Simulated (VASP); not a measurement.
An input for Ansatz (written as the equivalent of a VASP run, and not itself run):

Ansatz 0.2 input:
```yaml
crystal:
  lattice:
    - [-1.6339950, 1.6339950, 1.6339950]
    - [1.6339950, -1.6339950, 1.6339950]
    - [1.6339950, 1.6339950, -1.6339950]
  atoms:
    - { symbol: Nb, position: [0.0000000, 0.0000000, 0.0000000] }
kpoints:
  mp_grid: { grid: [11, 11, 11] }
hamiltonian:
  xc: pbe
  pseudopotentials: { kind: paw }
scf:
  occupations: { method: gaussian, width: 0.05 }
  max_iter: 100
output: { forces: true, stress: true, eigenvalues: true }
```

Q: Write the VASP files for the same calculation (PBE).

A: Several could match; the one computed here: 
File POSCAR:
```
Nb
2.8301620
 -0.5773503425   0.5773503425   0.5773503425
  0.5773503425  -0.5773503425   0.5773503425
  0.5773503425   0.5773503425  -0.5773503425
Nb
1
Direct
  0.0000000000   0.0000000000   0.0000000000
```

File KPOINTS:
```
Automatic mesh
0
Gamma
11 11 11
0 0 0
```

### INCAR
```
# general
SYSTEM =Nb
PREC   =Accurate
ENCUT  =300
LREAL  =.False.
LASPH  =.True.

# electronic loop
EDIFF  =1E-6
NELM   =100
ALGO   =Normal
LMAXMIX=4

# smearing
ISMEAR =0
SIGMA  =0.05

# functional
GGA    =PE

# ions
ISIF   =2

# output
LWAVE  =.False.
LCHARG =.False.
```

POTCAR, in this order: Nb_sv (PBE.64 set). Program: vasp_std.

Limits of the translation: each code has its own PAW files, so the cut-off isn't converted (ENCUT is set for VASP's; basis.ecutwfc is left out, and Ansatz then takes the one that its files recommend); Ansatz stops its SCF on the density residual and VASP on the energy change (EDIFF).

The structure is a typed Nb crystal (Im-3m). The cell was not relaxed at this level.
